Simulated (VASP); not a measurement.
# Gap of Selenium, level by level, part 3 of 7

How does the gap of Selenium depend on the functional? The start is a cell from a database of measured crystal structures.

VASP 6.6.1, plane waves and PAW; the level of theory is named at each step.

Still holding for the runs below: Spin-orbit coupling is off here; it would split degenerate levels.

So far, least gap on mesh and path (eV): step 2 (bands, level LDA, k 4×4×3) 0.913; step 3 (bands, level PBEsol, k 4×4×3) 0.947; step 4 (bands, level PBE, k 4×4×3) 0.998; step 5 (bands, level r2SCAN, k 4×4×3) 1.26; step 6 (bands, level TB-mBJ, k 4×4×3) 1.46.

## 7. Bands with TPSS, k 4×4×3

This step: TPSS; plane waves and PAW (Se) (VASP 6.6.1).

TPSS is an older meta-GGA.

Contents of INCAR:

```
SYSTEM = Se
PREC = Accurate
ENCUT = 400
EDIFF = 1E-06
NELM = 100
ISMEAR = 0
SIGMA = 0.02
LREAL = .FALSE.
ALGO = Normal
METAGGA = TPSS
LASPH = .TRUE.
NBANDS = 22
LORBIT = 11
LWAVE = .FALSE.
LCHARG = .FALSE.
KPAR = 4
```

Contents of POSCAR:

```
Se
1.0
    4.3662000000      0.0000000000      0.0000000000
   -2.1831000000      3.7812401180      0.0000000000
    0.0000000000      0.0000000000      4.9536000000
Se
3
Direct
    0.2254000000      0.0000000000      0.3333333333
    0.0000000000      0.2254000000      0.6666666667
    0.7746000000      0.7746000000      0.0000000000
```

Contents of KPOINTS:

```
Automatic mesh
0
Gamma
4 4 3
0 0 0
```

Contents of KPOINTS_OPT:

```
Line mode
16
Line-mode
Reciprocal
  0.00000000   0.00000000   0.00000000 GAMMA
  0.50000000   0.00000000   0.00000000 M

  0.50000000   0.00000000   0.00000000 M
  0.33333333   0.33333333   0.00000000 K

  0.33333333   0.33333333   0.00000000 K
  0.00000000   0.00000000   0.00000000 GAMMA

  0.00000000   0.00000000   0.00000000 GAMMA
  0.00000000   0.00000000   0.50000000 A

  0.00000000   0.00000000   0.50000000 A
  0.50000000   0.00000000   0.50000000 L

  0.50000000   0.00000000   0.50000000 L
  0.33333333   0.33333333   0.50000000 H

  0.33333333   0.33333333   0.50000000 H
  0.00000000   0.00000000   0.50000000 A

  0.50000000   0.00000000   0.50000000 L
  0.50000000   0.00000000   0.00000000 M

  0.33333333   0.33333333   0.00000000 K
  0.33333333   0.33333333   0.50000000 H
```

Potentials, in the order of the species: Se (PBE family, release 64).

The run is started by

```
$ mpirun -np 4 vasp_std
```

Numbers of over 12 decimals in the logs are rounded to 6 here.

Output:

```text
[... set-up lines as in an earlier step ...]
 entering main loop
       N       E                     dE             d eps       ncg     rms          rms(c)
DAV:   1     0.415407922778E+02    0.41541E+02   -0.56751E+03   396   0.543E+02
DAV:   2    -0.306134767011E+02   -0.72154E+02   -0.68469E+02   506   0.122E+02
DAV:   3    -0.349459751231E+02   -0.43325E+01   -0.43005E+01   480   0.298E+01
DAV:   4    -0.349711750925E+02   -0.25200E-01   -0.25197E-01   462   0.274E+00
[...]
DAV:  12    -0.350223813501E+02   -0.25076E-05   -0.59131E-06   462   0.122E-02    0.699E-03
DAV:  13    -0.350223901600E+02   -0.88100E-05   -0.19127E-05   420   0.212E-02    0.205E-03
DAV:  14    -0.350223906269E+02   -0.46683E-06   -0.67683E-07   424   0.456E-03
   1 F= -.35022391E+02 E0= -.35022391E+02  d E =-.190081E-33
 Start KPOINTS_OPT (optional k-point list driver)
k-point batch [1-9\144]
       N       E                     dE             ncg
DAV:   1     0.136447497183E+03   -0.53159E+03      396
DAV:   2    -0.550992384748E+03   -0.68744E+03      510
DAV:   3    -0.597818550615E+03   -0.46826E+02      468
DAV:   4    -0.598117725459E+03   -0.29917E+00      432
DAV:   5    -0.598119022319E+03   -0.12969E-02      492
DAV:   6    -0.598119034696E+03   -0.12377E-04      418
DAV:   7    -0.598119034848E+03   -0.15205E-06      426
[...]
k-point batch [136-144\144]
       N       E                     dE             ncg
DAV:   1     0.893067031294E+02   -0.45902E+04      396
DAV:   2    -0.584113333160E+03   -0.67342E+03      538
DAV:   3    -0.621735254488E+03   -0.37622E+02      504
DAV:   4    -0.621969214546E+03   -0.23396E+00      504
DAV:   5    -0.621970532641E+03   -0.13181E-02      498
DAV:   6    -0.621970546153E+03   -0.13512E-04      522
DAV:   7    -0.621970546310E+03   -0.15711E-06      420
```

Run time: 36 s. Hardware: 4 MPI ranks of Intel Xeon 6975P-C (Granite Rapids), shared host; peak memory 0.67 GiB.

Parts of OUTCAR (step 7):

```text
  Total        0.9303034      0.9303034      1.7079632      0.0000000      0.0000000      0.0000000
  in kB       18.2253717     18.2253717     33.4603341      0.0000000      0.0000000      0.0000000
  external PRESSURE =      23.3036925 kB  Pullay stress =       0.0000000 kB

 POSITION                                       TOTAL-FORCE (eV/Angst)
 -----------------------------------------------------------------------------------
      0.98414      0.00000      1.65120         0.384666      0.000000     -0.000000
     -0.49207      0.85229      3.30240        -0.192333      0.333131      0.000000
      1.69103      2.92895      0.00000        -0.192333     -0.333131      0.000000
 -----------------------------------------------------------------------------------
    total drift:                               -0.000000     -0.000001     -0.000000

  FREE ENERGIE OF THE ION-ELECTRON SYSTEM (eV)
  ---------------------------------------------------
  free  energy   TOTEN  =       -35.0223906269 eV

  energy  without entropy=      -35.0223906269  energy(sigma->0) =      -35.02239063

[... 2 parts as in an earlier step ...]

[... 1 further part left out ...]
[key lines of the parts left out:]
E-fermi :   2.4202
```

At this level the cell is under a pressure of 2.3 GPa, so at these settings it is away from equilibrium.

The electronic bands at the labelled points (eV, zero at the valence-band top; v1 is the highest filled band, c1 the lowest empty one):

```tsv
point	v4	v3	v2	v1	c1	c2	c3	c4
Γ	-3.78	-2.13	-2.13	-0.48	1.96	1.96	2.26	6.35
0.53 of the way	-3.64	-2.14	-1.71	-0.89	1.97	2.12	2.99	5.99
M	-3.50	-2.95	-1.82	-1.06	2.01	2.42	4.20	5.37
0.47 of the way	-3.29	-2.93	-2.11	-1.39	2.36	2.90	4.01	5.75
K	-2.88	-2.88	-2.71	-1.69	3.13	3.13	3.82	6.00
0.53 of the way	-3.47	-2.22	-1.69	-1.01	2.13	2.22	2.88	5.95
Γ	-3.78	-2.13	-2.13	-0.48	1.96	1.96	2.26	6.35
0.47 of the way	-3.53	-2.04	-1.70	-0.86	1.58	1.62	1.84	6.92
A	-3.41	-1.62	-1.62	-1.20	1.30	1.30	1.34	6.42
0.53 of the way	-3.96	-1.79	-1.35	-0.94	1.71	2.13	2.73	6.55
L	-4.29	-1.97	-1.43	0.00	1.72	2.80	3.06	6.38
0.53 of the way	-4.72	-1.19	-1.14	-0.03	1.45	2.76	2.96	6.51
H	-5.02	-1.04	-0.24	-0.24	1.10	2.82	2.82	6.76
0.47 of the way	-4.25	-1.35	-1.12	-1.11	1.59	2.40	2.87	6.41
A	-3.41	-1.62	-1.62	-1.20	1.30	1.30	1.34	6.42
jump to L	-4.29	-1.97	-1.43	0.00	1.72	2.80	3.06	6.38
0.47 of the way	-3.78	-1.99	-1.86	-0.74	1.91	2.70	3.55	6.23
M	-3.50	-2.95	-1.82	-1.06	2.01	2.42	4.20	5.37
jump to K	-2.88	-2.88	-2.71	-1.69	3.13	3.13	3.82	6.00
0.47 of the way	-3.79	-2.58	-1.54	-0.68	2.38	3.28	3.30	6.79
H	-5.02	-1.04	-0.24	-0.24	1.10	2.82	2.82	6.76
```

The gap is 1.10 eV, indirect, from L to H. Against LDA that is +0.19 eV; this run took 3.8 times the core time.

## 8. Bands with AM05, k 4×4×3

This step: AM05; plane waves and PAW (Se) (VASP 6.6.1).

AM05 is built from the electron gas and the surface model, and does well on lattice constants.

Changes to INCAR since step 7:

```diff
@@ -9,4 +9,3 @@
 ALGO = Normal
-METAGGA = TPSS
-LASPH = .TRUE.
+GGA = AM
 NBANDS = 22
```

POSCAR is that of step 7.

KPOINTS is that of step 7.

KPOINTS_OPT is that of step 7.

The run is started by

```
$ mpirun -np 4 vasp_std
```

Output:

```text
[... set-up lines as in an earlier step ...]
 entering main loop
       N       E                     dE             d eps       ncg     rms          rms(c)
DAV:   1     0.675743592941E+02    0.67574E+02   -0.56534E+03   396   0.537E+02
DAV:   2    -0.644978467594E+01   -0.74024E+02   -0.70301E+02   520   0.121E+02
DAV:   3    -0.108409095635E+02   -0.43911E+01   -0.43574E+01   480   0.297E+01
DAV:   4    -0.108688696059E+02   -0.27960E-01   -0.27956E-01   450   0.284E+00
[...]
DAV:  10    -0.107547529539E+02   -0.39601E-04   -0.36132E-05   450   0.298E-02    0.681E-03
DAV:  11    -0.107547583327E+02   -0.53788E-05   -0.68600E-06   470   0.129E-02    0.335E-03
DAV:  12    -0.107547587514E+02   -0.41865E-06   -0.92183E-07   384   0.493E-03
   1 F= -.10754759E+02 E0= -.10754759E+02  d E =-.438407E-32
 Start KPOINTS_OPT (optional k-point list driver)
k-point batch [1-9\144]
       N       E                     dE             ncg
DAV:   1     0.146823388021E+03   -0.52121E+03      396
DAV:   2    -0.531461541229E+03   -0.67828E+03      510
DAV:   3    -0.578344004383E+03   -0.46882E+02      468
DAV:   4    -0.578659052508E+03   -0.31505E+00      426
DAV:   5    -0.578660432467E+03   -0.13800E-02      492
DAV:   6    -0.578660445315E+03   -0.12848E-04      432
DAV:   7    -0.578660445468E+03   -0.15369E-06      418
[...]
k-point batch [136-144\144]
       N       E                     dE             ncg
DAV:   1     0.999123856982E+02   -0.45796E+04      396
DAV:   2    -0.564651547490E+03   -0.66456E+03      538
DAV:   3    -0.602279522281E+03   -0.37628E+02      504
DAV:   4    -0.602526392236E+03   -0.24687E+00      504
DAV:   5    -0.602527801822E+03   -0.14096E-02      500
DAV:   6    -0.602527815958E+03   -0.14137E-04      522
DAV:   7    -0.602527816117E+03   -0.15891E-06      404
```

The job ended after 10 s (4 MPI ranks; peak memory 0.62 GiB; 39 s of CPU time).

OUTCAR, selected parts (step 8):

```text
  Total        0.2959999      0.2959999      0.7430829      0.0000000     -0.0000000     -0.0000000
  in kB        5.7988699      5.7988699     14.5575750      0.0000000     -0.0000000     -0.0000000
  external PRESSURE =       8.7184383 kB  Pullay stress =       0.0000000 kB

 POSITION                                       TOTAL-FORCE (eV/Angst)
 -----------------------------------------------------------------------------------
      0.98414      0.00000      1.65120         0.179400      0.000000     -0.000000
     -0.49207      0.85229      3.30240        -0.089700      0.155365      0.000000
      1.69103      2.92895      0.00000        -0.089700     -0.155365     -0.000000
 -----------------------------------------------------------------------------------
    total drift:                               -0.000000     -0.000001      0.000000

  FREE ENERGIE OF THE ION-ELECTRON SYSTEM (eV)
  ---------------------------------------------------
  free  energy   TOTEN  =       -10.7547587514 eV

  energy  without entropy=      -10.7547587514  energy(sigma->0) =      -10.75475875

[... 2 parts as in an earlier step ...]

[... 1 further part left out ...]
[key lines of the parts left out:]
E-fermi :   2.4981
```

The electronic bands at the labelled points (eV, zero at the valence-band top; v1 is the highest filled band, c1 the lowest empty one):

```tsv
point	v4	v3	v2	v1	c1	c2	c3	c4
Γ	-3.79	-2.07	-2.07	-0.42	1.83	1.83	2.11	6.11
0.53 of the way	-3.63	-2.10	-1.70	-0.84	1.85	1.99	2.85	5.84
M	-3.48	-2.93	-1.81	-1.02	1.89	2.28	4.08	5.23
0.47 of the way	-3.27	-2.90	-2.10	-1.35	2.24	2.78	3.89	5.60
K	-2.85	-2.85	-2.73	-1.65	3.02	3.02	3.69	5.83
0.53 of the way	-3.48	-2.18	-1.68	-0.97	2.01	2.10	2.74	5.78
Γ	-3.79	-2.07	-2.07	-0.42	1.83	1.83	2.11	6.11
0.47 of the way	-3.55	-1.99	-1.63	-0.80	1.44	1.51	1.69	6.73
A	-3.42	-1.57	-1.57	-1.14	1.16	1.16	1.23	6.19
0.53 of the way	-3.96	-1.76	-1.30	-0.93	1.60	2.01	2.59	6.39
L	-4.28	-1.95	-1.39	0.00	1.59	2.67	2.91	6.22
0.53 of the way	-4.70	-1.15	-1.13	-0.03	1.33	2.62	2.81	6.35
H	-4.99	-1.00	-0.23	-0.23	0.97	2.66	2.66	6.61
0.47 of the way	-4.24	-1.32	-1.11	-1.08	1.47	2.27	2.73	6.25
A	-3.42	-1.57	-1.57	-1.14	1.16	1.16	1.23	6.19
jump to L	-4.28	-1.95	-1.39	0.00	1.59	2.67	2.91	6.22
0.47 of the way	-3.77	-1.95	-1.85	-0.73	1.80	2.57	3.42	6.09
M	-3.48	-2.93	-1.81	-1.02	1.89	2.28	4.08	5.23
jump to K	-2.85	-2.85	-2.73	-1.65	3.02	3.02	3.69	5.83
0.47 of the way	-3.78	-2.55	-1.53	-0.67	2.28	3.15	3.16	6.62
H	-4.99	-1.00	-0.23	-0.23	0.97	2.66	2.66	6.61
```

The gap is 0.97 eV, indirect, from L to H. Against LDA that is +0.06 eV; the cost is about the same.

## 9. Starting orbitals for the hybrid

This step: PBE; plane waves and PAW (Se) (VASP 6.6.1).

A hybrid converges badly from random orbitals, so a cheap semilocal run writes a WAVECAR on the same mesh first.

Contents of INCAR:

```
SYSTEM = Se
PREC = Accurate
ENCUT = 400
EDIFF = 1E-05
NELM = 100
ISMEAR = 0
SIGMA = 0.02
LREAL = .FALSE.
ALGO = Normal
GGA = PE
NBANDS = 15
LORBIT = 11
LWAVE = .TRUE.
LCHARG = .FALSE.
KPAR = 4
```

POSCAR is that of step 8.

KPOINTS is that of step 8.

The run is started by

```
$ mpirun -np 4 vasp_std
```

Output:

```text
[... set-up lines as in an earlier step ...]
 entering main loop
       N       E                     dE             d eps       ncg     rms          rms(c)
DAV:   1     0.733057829767E+02    0.73306E+02   -0.63455E+03   270   0.810E+02
DAV:   2    -0.586422579721E+01   -0.79170E+02   -0.75470E+02   361   0.148E+02
DAV:   3    -0.105149779079E+02   -0.46508E+01   -0.46315E+01   312   0.420E+01
DAV:   4    -0.105489990691E+02   -0.34021E-01   -0.34014E-01   340   0.428E+00
DAV:   5    -0.105492478318E+02   -0.24876E-03   -0.24876E-03   340   0.358E-01    0.704E+00
DAV:   6    -0.104787487407E+02    0.70499E-01   -0.39889E-02   305   0.130E+00    0.433E+00
DAV:   7    -0.104554294922E+02    0.23319E-01   -0.78603E-02   319   0.180E+00    0.209E-01
DAV:   8    -0.104547696547E+02    0.65984E-03   -0.91131E-03   291   0.612E-01    0.112E-01
DAV:   9    -0.104548957269E+02   -0.12607E-03   -0.33008E-04   396   0.119E-01    0.335E-02
DAV:  10    -0.104549377540E+02   -0.42027E-04   -0.51459E-05   326   0.497E-02    0.752E-03
DAV:  11    -0.104549413544E+02   -0.36004E-05   -0.73012E-06   303   0.175E-02
   1 F= -.10454941E+02 E0= -.10454941E+02  d E =-.905254E-24
 writing wavefunctions
```

Elapsed: 1.8 s, on 4 MPI ranks; peak memory 0.58 GiB.

From OUTCAR (step 9):

```text
   k-points           NKPTS =      9   k-points in BZ     NKDIM =      9   number of bands    NBANDS=     15

   NELECT =      18.0000    total number of electrons

 E-fermi :   2.5151

 k-point     1 :       0.0000    0.0000    0.0000
  band No.  band energies     occupation
    ...
      5      -1.1628      2.00000
      6      -1.0847      2.00000
      7       0.6322      2.00000
      8       0.6322      2.00000
      9       2.2713      2.00000
     10       4.5522      0.00000
     11       4.5522      0.00000
     12       4.8333      0.00000
     13       8.8435      0.00000
     14       9.1615      0.00000
    ...

  Total        1.2010322      1.2010322      2.0369385     -0.0000000      0.0000000     -0.0000000
  in kB       23.5291605     23.5291605     39.9052170     -0.0000000      0.0000000     -0.0000000
  external PRESSURE =      28.9878460 kB  Pullay stress =       0.0000000 kB

 POSITION                                       TOTAL-FORCE (eV/Angst)
 -----------------------------------------------------------------------------------
      0.98414      0.00000      1.65120         0.416621      0.000000      0.000000
     -0.49207      0.85229      3.30240        -0.208310      0.360804     -0.000000
      1.69103      2.92895      0.00000        -0.208310     -0.360804     -0.000000
 -----------------------------------------------------------------------------------
    total drift:                               -0.000000     -0.000001      0.000000

  FREE ENERGIE OF THE ION-ELECTRON SYSTEM (eV)
  ---------------------------------------------------
  free  energy   TOTEN  =       -10.4549413544 eV

  energy  without entropy=      -10.4549413544  energy(sigma->0) =      -10.45494135

[... 8 parts as in an earlier step ...]

[... 8 further parts left out ...]
```

The gap is read on the k-mesh alone, so it is an upper bound where the band edges lie off the mesh.

A gap read on the k-mesh alone can miss the band edges.

Numbers from this step:

* SCF cycles: 11
* bands: 15
* free energy (TOTEN): -10.45 eV
* Fermi energy: 2.515 eV
* pressure: 2.899 GPa
* valence top at k: 0.25, 0.25, 0.3333
* conduction bottom at k: 0, 0, 0.3333
* least direct gap at k: 0.25, 0.25, 0.3333
* gap on the k-mesh: 1.577 eV
* least direct gap on the k-mesh: 1.976 eV

Force by atom:

```tsv
atom	x (eV/Å)	y (eV/Å)	z (eV/Å)	size
Se1	0.417	0.000	0.000	0.417
Se2	-0.208	0.361	0.000	0.417
Se3	-0.208	-0.361	0.000	0.417
```

(Continued in part 4 of 7.)

[Lines on the potential files, build, host, timing and source positions are cut from VASP's logs without a mark.]

[Logs are printed without paths, hosts, clocks, repeated set-up lines and the standing remarks that a program may print on its own settings, such as how far it seeks lower states.]

[Hosts, paths, dates, database ids (printed as entryN), source tags and the programs' standing remarks are cut or masked in the printed files.]

[Measured values are set beside computed ones only where the two were judged alike; some that the calculation misses by far are left out.]
